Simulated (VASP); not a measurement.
Output of a VASP run:

### OSZICAR
```
       N       E                     dE             d eps       ncg     rms          rms(c)
DAV:   1     0.977656386720E+01    0.97766E+01   -0.52259E+03  1744   0.992E+02
DAV:   2    -0.168020982714E+02   -0.26579E+02   -0.26381E+02  2272   0.175E+02
DAV:   3    -0.169858908238E+02   -0.18379E+00   -0.18379E+00  2000   0.181E+01
DAV:   4    -0.169860397207E+02   -0.14890E-03   -0.14890E-03  2264   0.452E-01
DAV:   5    -0.169860397780E+02   -0.57325E-07   -0.57325E-07  1840   0.624E-03    0.681E+00
DAV:   6    -0.160602304531E+02    0.92581E+00   -0.37508E+00  2120   0.142E+01    0.327E+00
DAV:   7    -0.159831825398E+02    0.77048E-01   -0.97800E-02  2200   0.298E+00    0.191E+00
DAV:   8    -0.159642372067E+02    0.18945E-01   -0.49134E-02  1992   0.189E+00    0.192E-01
DAV:   9    -0.159643101017E+02   -0.72895E-04   -0.47706E-04  1720   0.253E-01    0.807E-02
DAV:  10    -0.159643502256E+02   -0.40124E-04   -0.91227E-05  2280   0.110E-01    0.137E-02
DAV:  11    -0.159643523902E+02   -0.21646E-05   -0.40799E-06  1736   0.193E-02    0.604E-03
DAV:  12    -0.159643523801E+02    0.10120E-07   -0.92464E-07  1968   0.785E-03
   1 F= -.15964352E+02 E0= -.15964352E+02  d E =0.000000E+00
```

### OUTCAR
```
------------------------ aborting loop because EDIFF is reached ----------------------------------------
  FORCE on cell =-STRESS in cart. coord.  units (eV):
  Direction    XX          YY          ZZ          XY          YZ          ZX
  --------------------------------------------------------------------------------------
  Total       -0.0001265     -0.0001265     -0.0001265     -0.0000000     -0.0000000     -0.0000000
  in kB       -0.0171121     -0.0171121     -0.0171121     -0.0000000     -0.0000000     -0.0000000
  external PRESSURE =      -0.0171121 kB  Pullay stress =       0.0000000 kB
  volume of cell :       11.84
      direct lattice vectors                 reciprocal lattice vectors
     0.000000000  1.809189365  1.809189365    -0.276366869  0.276366869  0.276366869
     1.809189365  0.000000000  1.809189365     0.276366869 -0.276366869  0.276366869
     1.809189365  1.809189365  0.000000000     0.276366869  0.276366869 -0.276366869
  FREE ENERGIE OF THE ION-ELECTRON SYSTEM (eV)
  ---------------------------------------------------
  free  energy   TOTEN  =       -15.9643523801 eV

  energy  without entropy=      -15.9643523801  energy(sigma->0) =      -15.96435238

 total charge

# of ion       s       p       d       tot
------------------------------------------
    1        0.671   1.353   0.000   2.025
    2        1.209   2.768   0.000   3.978
--------------------------------------------------
tot          1.881   4.122   0.000   6.002
```
(Selected blocks of OUTCAR.)

File POSCAR:
```
BN
1
   -0.0000000000     1.8091893654     1.8091893654
    1.8091893654     0.0000000000     1.8091893654
    1.8091893654     1.8091893654     0.0000000000
B N
1 1
Direct
  0.0000000000   0.0000000000   0.0000000000
  0.2500000000   0.2500000000   0.2500000000
```

Task: Reconstruct the remaining input files.

Result: Several could match; the one computed here: the input of the run itself, rev-vdW-DF2, plane waves, VASP's PBE PAW potentials (set 64).

**KPOINTS**
```
K-points
0
gamma
  14 14 14
0 0 0
```

**INCAR**
```
! general
SYSTEM    =  BN
PREC      =  Accurate
ENCUT     =  520
LREAL     =  .False.
LASPH     =  .True.   ! aspherical one-centre terms

! electronic loop
EDIFF     =  1E-7   ! SCF stop (eV)
NELM      =  100
ALGO      =  Normal   ! blocked Davidson

! smearing
ISMEAR    =  -5

! functional
GGA       =  MK
LUSE_VDW  =  .True.
AGGAC     =  0.0
PARAM1    =  0.1234568
PARAM2    =  0.7114
ZAB_VDW   =  -1.8867

! ions
ISIF      =  2   ! forces and stress, cell fixed

! output
LWAVE     =  .False.
LCHARG    =  .True.
LORBIT    =  11   ! lm-projected
NEDOS     =  601
```

POTCAR, in this order: B N (PBE.64 set). Program: vasp_std.

The compound is BN in the zinc blende structure. It was relaxed first.
